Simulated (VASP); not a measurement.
Energy against volume of InAs (zinc blende). Computed with HSEsol screened hybrid, VASP's PBE PAW potentials (set 64) (plane waves; VASP). Settings: 520 eV cut-off, 6×6×6 Γ-centred mesh, Gaussian smearing of 0.050 eV, potentials In_d As.

```tsv
V (Å³/atom)	E (eV/atom)
26.966	-4.88733
27.855	-4.88970
28.744	-4.88128
29.633	-4.86392
```

### Question
Fit these four points and predict the energy of the run at 30.522 Å³/atom.

### Answer
A cubic in V^(−2/3), the third-order Birch-Murnaghan form, passes through the four points with V0 = 27.58 Å³/atom and B0 = 64 GPa, and gives -4.8391 eV/atom there. The run gave -4.8395 eV/atom, -0.3 meV/atom from the fit; all five points give B0 = 64 GPa.

The compound is InAs in the zinc blende structure. It was relaxed first. The cell's shape comes from a PBE relaxation.
